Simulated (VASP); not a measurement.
# Sr2SmS3 in VASP: reference runs

Aim: a first look at Sr2SmS3 with PBE, on the cell as given.

Program: VASP 6.6.1. These are calculated values, not measurements. Logs are shortened: lines on timing, memory, paths and dates and some standing lists are left out, and cuts for length are marked.

## 1. The structure

The cell holds a slab with vacuum, 6 atoms: a = 4.125 Å, b = 4.125 Å, c = 14.141 Å, α = 90.00°, β = 90.00°, γ = 90.00°.

## 2. Single point, PBE, collinear spin, ferromagnetic start

INCAR reads:

```
SYSTEM = Sr2SmS3
ALGO     = Normal         ! electronic algorithm
EDIFF    = 1E-7           ! SCF threshold, eV
ENCUT    = 520            ! plane-wave cutoff, eV
GGA      = PE             ! functional
ISIF     = 2              ! what is computed and relaxed
ISMEAR   = -1             ! smearing method
ISPIN    = 2              ! spin polarisation
LASPH    = .True.         ! aspherical terms in the spheres
LCHARG   = .True.         ! write CHGCAR
LELF     = .True.         ! ELF
LMAXMIX  = 6              ! l up to which the mixer works
LORBIT   = 11             ! projections on sites
LREAL    = .False.        ! projectors in reciprocal space
LVHAR    = .True.       
LWAVE    = .False.        ! write WAVECAR
MAGMOM   = 5 0 0 0 0 0    ! initial moments
NBANDS   = 40             ! bands
NELM     = 100            ! most SCF steps
PREC     = Accurate       ! precision mode
SIGMA    = 0.05           ! smearing width, eV
```

KPOINTS reads:

```
k-points
0
Gamma
  7 7 2
  0 0 0
```

POSCAR reads:

```
Sr2SmS3
1.0
    4.1252790000      0.0000000000      0.0000000000
    0.0000000000      4.1252790000      0.0000000000
    0.0000000000      0.0000000000     14.1409340000
Sm Sr S
1 2 3
Direct
    0.5000000000      0.5000000000      0.0000000000
    0.0000000000      0.0000000000      0.7954450000
    0.0000000000      0.0000000000      0.2045550000
    0.0000000000      0.0000000000      0.0000000000
    0.5000000000      0.5000000000      0.7934490000
    0.5000000000      0.5000000000      0.2065510000
```

Potentials or basis: VASP PAW PBE potentials, release 64 (Sm, Sr_sv, S).

Command:

```bash
cat potpaw_PBE.64/Sm/POTCAR potpaw_PBE.64/Sr_sv/POTCAR potpaw_PBE.64/S/POTCAR > POTCAR
mpirun -np 1 vasp_std > vasp.out
```

OUTCAR:

```text
SYSTEM = Sr2SmS3
   EDIFF = 1E-7
   ENCUT = 520
   GGA = PE
   ISIF = 2
   ISMEAR = -1
   ISPIN = 2
   LASPH = .True.
   LORBIT = 11
   LREAL = .False.
   NELM = 100
   PREC = Accurate

 ion  position               nearest neighbor table
   1  0.500  0.500  0.000-   4 2.92   4 2.92   4 2.92   4 2.92   6 2.92   5 2.92   3 4.11   3 4.11
                             2 4.11   3 4.11   2 4.11   2 4.11   3 4.11   2 4.11
   2  0.000  0.000  0.795-   4 2.89   5 2.92   5 2.92   5 2.92   5 2.92   1 4.11   1 4.11   1 4.11
                             1 4.11
   3  0.000  0.000  0.205-   4 2.89   6 2.92   6 2.92   6 2.92   6 2.92   1 4.11   1 4.11   1 4.11
                             1 4.11
   4  0.000  0.000  0.000-   2 2.89   3 2.89   1 2.92   1 2.92   1 2.92   1 2.92
   5  0.500  0.500  0.793-   2 2.92   2 2.92   2 2.92   2 2.92   1 2.92
   6  0.500  0.500  0.207-   3 2.92   3 2.92   3 2.92   3 2.92   1 2.92

  LATTYP: Found a simple tetragonal cell.
 ALAT       =     4.1252790000
 C/A-ratio  =     3.4278733632

  Lattice vectors:

 A1 = (   4.1252790000,   0.0000000000,   0.0000000000)
 A2 = (   0.0000000000,   4.1252790000,   0.0000000000)
 A3 = (   0.0000000000,   0.0000000000,  14.1409340000)

Analysis of symmetry for initial positions (statically):
=====================================================================
 Subroutine PRICEL returns:
 Original cell was already a primitive cell.

 Routine SETGRP: Setting up the symmetry group for a
 simple tetragonal supercell.

 Subroutine GETGRP returns: Found 16 space group operations
 (whereof 16 operations were pure point group operations)
 out of a pool of 16 trial point group operations.

The static configuration has the point symmetry D_4h.

Analysis of symmetry for dynamics (positions and initial velocities):
=====================================================================
 Subroutine PRICEL returns:
 Original cell was already a primitive cell.

 Routine SETGRP: Setting up the symmetry group for a
 simple tetragonal supercell.

 Subroutine GETGRP returns: Found 16 space group operations
 (whereof 16 operations were pure point group operations)
 out of a pool of 16 trial point group operations.

The dynamic configuration has the point symmetry D_4h.

Analysis of structural, dynamic, and magnetic symmetry:
=====================================================================
 Subroutine PRICEL returns:
 Original cell was already a primitive cell.

 Routine SETGRP: Setting up the symmetry group for a
 simple tetragonal supercell.

 Subroutine GETGRP returns: Found 16 space group operations
 (whereof 16 operations were pure point group operations)
 out of a pool of 16 trial point group operations.

The overall configuration has the point symmetry D_4h.

 Subroutine INISYM returns: Found 16 space group operations
 (whereof 16 operations are pure point group operations),
 and found     1 'primitive' translations

----------------------------------------------------------------------------------------

                                     Primitive cell

  volume of cell :     240.6494

  direct lattice vectors                    reciprocal lattice vectors
     4.125279000  0.000000000  0.000000000     0.242407847  0.000000000  0.000000000
     0.000000000  4.125279000  0.000000000     0.000000000  0.242407847  0.000000000
     0.000000000  0.000000000 14.140934000     0.000000000  0.000000000  0.070716687

  length of vectors
     4.125279000  4.125279000 14.140934000     0.242407847  0.242407847  0.070716687

  position of ions in fractional coordinates (direct lattice)
     0.500000000  0.500000000  0.000000000
     0.000000000  0.000000000  0.795445000
     0.000000000  0.000000000  0.204555000
     0.000000000  0.000000000  0.000000000
     0.500000000  0.500000000  0.793449000
     0.500000000  0.500000000  0.206551000

  ion indices of the primitive-cell ions
   primitive index   ion index
                 1           1
                 2           2
[... 38 lines left out ...]
  0.285714  0.142857  0.000000      8.000000
[... 12 lines left out ...]
  0.428571  0.285714  0.500000      8.000000
  0.428571  0.428571  0.500000      4.000000
   k-points           NKPTS =     20   k-points in BZ     NKDIM =     20   number of bands    NBANDS=     40
   number of dos      NEDOS =    301   number of ions     NIONS =      6
   total plane-waves  NPLWV = 110592
   dimension x,y,z NGX =    32 NGY =   32 NGZ =  108
   dimension x,y,z NGXF=    64 NGYF=   64 NGZF=  216
   ions per type =               1   2   3
   NGX,Y,Z   is equivalent  to a cutoff of  12.90, 12.90, 12.70 a.u.
   NGXF,Y,Z  is equivalent  to a cutoff of  25.79, 25.79, 25.39 a.u.
 SYSTEM =  Sr2SmS3
   PREC   = accura    normal or accurate (medium, high low for compatibility)
   ISTART =      0    job   : 0-new  1-cont  2-samecut
   ICHARG =      2    charge: 1-file 2-atom 10-const
   ISPIN  =      2    spin polarized calculation?
   LNONCOLLINEAR =      F non collinear calculations
   LSORBIT =      F    spin-orbit coupling
   LASPH  =      T    aspherical Exc in radial PAW
   ENCUT  =  520.0 eV  38.22 Ry    6.18 a.u.   7.67  7.67 26.29*2*pi/ulx,y,z
   NELM   =    100;   NELMIN=  2; NELMDL= -5     # of ELM steps
   EDIFF  = 0.1E-06   stopping-criterion for ELM
   LREAL  =      F    real-space projection
   EDIFFG = 0.1E-05   stopping-criterion for IOM
   NSW    =      0    number of steps for IOM
   IBRION =     -1    ionic relax: 0-MD 1-quasi-New 2-CG
   NFREE  =      0    steps in history (QN), initial steepest desc. (CG)
   ISIF   =      2    stress and relaxation
   ISYM   =      2    0-nonsym 1-usesym 2-fastsym
   POTIM  = 0.5000    time-step for ionic-motion
   TEBEG  =    0.0;   TEEND  =   0.0 temperature during run
   PSTRESS=    0.0 pullay stress
   NELECT =      54.0000    total number of electrons
   NUPDOWN=      -1.0000    fix difference up-down
   EMIN   =  10.00;   EMAX   =-10.00  energy-range for DOS
   EFERMI =   0.00;   METHOD = LEGACY
   ISMEAR =    -1;   SIGMA  =   0.05  broadening in eV -4-tet -1-fermi 0-gaus
   EFERMI_NEDOS =   21; number of points for ismear=-14 and -15
   IALGO  =     38    algorithm
   IMIX   =      4    mixing-type and parameters
     AMIX     =   0.40;   BMIX     =  1.00
     AMIX_MAG =   1.60;   BMIX_MAG =  1.00
  volume/ion in A,a.u.               =      40.11       270.66
  Fermi-wavevector in a.u.,A,eV,Ry     =   0.994820  1.879937 13.465234  0.989667
  Thomas-Fermi vector in A             =   2.126798
   LORBIT       =     11    0 simple, 1 ext, 2 COOP (PROOUT), +10 PAW based schemes
   GGA     = PE    functional components
   LHFCALC =     F    Hartree Fock is set to
   AEXX    =    0.0000 exact exchange contribution
   IVDW    =     0    specifies the selected vdW correction
   LEPSILON=     F    determine dielectric tensor
   LRPA    =     F    only Hartree local field effects (RPA)
 spin polarized calculation
  energy-cutoff  :      520.00
  volume of cell :      240.65
 maximum number of plane-waves:      6502
 NGX is ok and might be reduce to    32
   NGX = 15   NGY = 15   NGZ = 53

 number of electron      54.0000000 magnetization       5.9602308

 Free energy of the ion-electron system (eV)
  ---------------------------------------------------
  ext. energy  EPLUGINS =         0.00000000
  ---------------------------------------------------
  free energy    TOTEN  =       -36.95188115 eV

  energy without entropy =      -36.87629049  energy(sigma->0) =      -36.91408582

 E-fermi :   2.3075     XC(G=0):  -6.7063

 val. band max:        2.3058652905   @ k =   0.1429   0.1429   0.5000
 cond. band min:       2.3331558673   @ k =   0.4286   0.0000   0.5000
 fundamental gap:      0.0272905768
 Fermi energy:         2.3075198913

 spin component 1

 k-point     1 :       0.0000    0.0000    0.0000
  band No.  band energies     occupation
      1     -37.7685      1.00000
      2     -33.6179      1.00000
      3     -33.6178      1.00000
      4     -17.5521      1.00000
      5     -17.3755      1.00000
      6     -17.3755      1.00000
[... 829 lines left out ...]
     38       5.9035      0.00000
     39       6.0012      0.00000
 Fermi energy:         2.3075198913

 spin component 2

 k-point     1 :       0.0000    0.0000    0.0000
  band No.  band energies     occupation
      1     -35.1717      1.00000
      2     -33.6100      1.00000
      3     -33.6100      1.00000
      4     -15.9200      1.00000
      5     -15.8572      1.00000
      6     -15.6431      1.00000
[... 829 lines left out ...]
     38       6.3150      0.00000
     39       6.4740      0.00000
 [bands above 39 left out]

------------------------ aborting loop because EDIFF is reached ----------------------------------------

  FORCE on cell =-STRESS in cart. coord.  units (eV):
  Direction    XX          YY          ZZ          XY          YZ          ZX
  --------------------------------------------------------------------------------------
  -------------------------------------------------------------------------------------
  Total        2.2151220      2.2151220      1.8427510      0.0000000     -0.0000000      0.0000000
  in kB       14.7476728     14.7476728     12.2685288      0.0000000     -0.0000000      0.0000000
  external PRESSURE =      13.9212915 kB  Pullay stress =       0.0000000 kB

 VOLUME and BASIS-vectors are now :
 -----------------------------------------------------------------------------
  energy-cutoff  :      520.00
  volume of cell :      240.65
      direct lattice vectors                 reciprocal lattice vectors
     4.125279000  0.000000000  0.000000000     0.242407847  0.000000000  0.000000000
     0.000000000  4.125279000  0.000000000     0.000000000  0.242407847  0.000000000
     0.000000000  0.000000000 14.140934000     0.000000000  0.000000000  0.070716687

 POSITION                                       TOTAL-FORCE (eV/Angst)
 -----------------------------------------------------------------------------------
      2.06264      2.06264      0.00000         0.000000      0.000000     -0.000000
      0.00000      0.00000     11.24834         0.000000      0.000000     -0.186718
      0.00000      0.00000      2.89260         0.000000     -0.000000      0.186718
      0.00000      0.00000      0.00000         0.000000      0.000000     -0.000000
      2.06264      2.06264     11.22011         0.000000      0.000000     -0.141889
      2.06264      2.06264      2.92082         0.000000     -0.000000      0.141889
 -----------------------------------------------------------------------------------
    total drift:                                0.000000     -0.000000     -0.000000

  FREE ENERGIE OF THE ION-ELECTRON SYSTEM (eV)
  ---------------------------------------------------
  free  energy   TOTEN  =       -36.9518811498 eV

  energy  without entropy=      -36.8762904937  energy(sigma->0) =      -36.91408582

 total charge

# of ion       s       p       d       f       tot
--------------------------------------------------
    1        2.026   5.687   0.357   5.569  13.640
    2        2.012   5.788   0.233   0.000   8.033
    3        2.012   5.788   0.233   0.000   8.033
    4        1.318   2.462   0.000   0.000   3.779
    5        1.318   2.459   0.000   0.000   3.776
    6        1.318   2.459   0.000   0.000   3.776
--------------------------------------------------
tot         10.004  24.642   0.823   5.569  41.038

 magnetization (x)

# of ion       s       p       d       f       tot
--------------------------------------------------
    1       -0.019  -0.097   0.090   5.525   5.500
    2       -0.000   0.001   0.011   0.000   0.012
    3       -0.000   0.001   0.011   0.000   0.012
    4       -0.005  -0.053   0.000   0.000  -0.058
    5       -0.001  -0.011   0.000   0.000  -0.012
    6       -0.001  -0.011   0.000   0.000  -0.012
--------------------------------------------------
tot         -0.027  -0.169   0.113   5.525   5.443
```

It took 12 min on 1 thread of AMD EPYC 9R45 (Zen 5), shared host; peak memory 0.59 GiB.

Results:

```yaml
Free_energy: -36.9519 eV
Largest_force: 0.187 eV/Å
Band_gap_on_the_k_mesh: none (metal or under the smearing width)
Net_moment: 5.96 μB per cell
Site_moments: Sm +5.50; Sr +0.01; S -0.06, -0.01 μB
Valence_electrons_inside_the_program's_atomic_spheres: Sm 13.64; Sr 8.03; S 3.78
```

Forces on the atoms (eV/Å):
```
Sm   0.000  0.000  0.000
Sr   0.000  0.000 -0.187
Sr   0.000  0.000  0.187
S    0.000  0.000  0.000
S    0.000  0.000 -0.142
S    0.000  0.000  0.142
```

Levels at points of the mesh, in eV from the Fermi level:
Spin up:
| k point | band 27 | band 28 | band 29 | band 30 | band 31 | band 32 | band 33 | band 34 |
| --- | --- | --- | --- | --- | --- | --- | --- | --- |
| (0.00, 0.00, 0.00) | -0.41 | -0.20 | -0.15 | 0.10 | 0.18 | 0.18 | 0.35 | 0.74 |
| (0.00, 0.00, 0.50) | -0.41 | -0.20 | -0.15 | 0.07 | 0.18 | 0.18 | 0.74 | 0.82 |
Spin down:
```
           k point  band 21  band 22  band 23  band 24  band 25  band 26  band 27  band 28
(0.00, 0.00, 0.00)    -2.54    -2.54    -2.43    -2.43    -0.17     0.40     0.68     1.38
(0.00, 0.00, 0.50)    -2.54    -2.54    -2.43    -2.43    -0.17     0.68     0.78     1.02
```

Caveat: the magnetic or orbital state may not be the lowest; spin-orbit coupling is left out, which moves the levels of the heavy elements; without U or exact exchange the open f shell lies at the Fermi level, which spoils levels, moments and volumes.
